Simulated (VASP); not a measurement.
BaSO4:

```
CELL_PARAMETERS angstrom
0.00000 3.69878 3.69878
3.69878 0.00000 3.69878
3.69878 3.69878 0.00000
ATOMIC_POSITIONS crystal
Ba 0.50000 0.50000 0.50000
S 0.00000 0.00000 0.00000
O 0.11639 0.11639 0.11639
O 0.65084 0.11639 0.11639
O 0.11639 0.65084 0.11639
O 0.11639 0.11639 0.65084
```

The cell comes from a database or a generator and needn't be the stable form of this composition.

| Item | Value |
| --- | --- |
| Program | VASP 6.6.1 |
| Task | relaxation of cell and atoms |
| Functional | LDA |
| Potentials or basis | VASP PAW LDA potentials, release 64 (Ba_sv, S, O) |
| Cutoff | 600 eV |
| k mesh | 5 × 5 × 5 |
| Occupations | gaussian, width 0.01 eV |
| Spin | no spin polarisation |

At the start: pressure -6.5 GPa; volume 16.87 Å³/atom.

Question: Where does the relaxation end?

Answer: Over 10 steps the energy falls by 32.8 meV/atom and the volume is 15.12 Å³/atom (-10.4 %); space group F-43m (No. 216, to 0.05 Å).

Step by step:
```csv
step,energy change (eV),largest force (eV/Å),pressure (GPa),volume (Å³)
1,0.0000,0.5881,-6.52,101.21
2,0.2309,3.9215,10.49,91.48
3,-0.0902,0.7589,-1.58,97.62
4,-0.1770,0.3309,-0.80,93.50
5,-0.1965,0.0026,0.10,90.56
6,-0.1965,0.0199,0.04,90.70
7,-0.1964,0.0406,-0.19,90.83
8,-0.1965,0.0067,-0.02,90.73
9,-0.1965,0.0061,-0.02,90.73
10,-0.1965,0.0025,-0.01,90.70
```

Final structure:
```
Ba S O
1.0
     0.00000    3.56614    3.56614
     3.56614    0.00000    3.56614
     3.56614    3.56614    0.00000
Ba S O
1 1 4
Direct
  0.50000 0.50000 0.50000
  0.00000 0.00000 0.00000
  0.11910 0.11910 0.11910
  0.64271 0.11910 0.11910
  0.11910 0.64271 0.11910
  0.11910 0.11910 0.64271
```
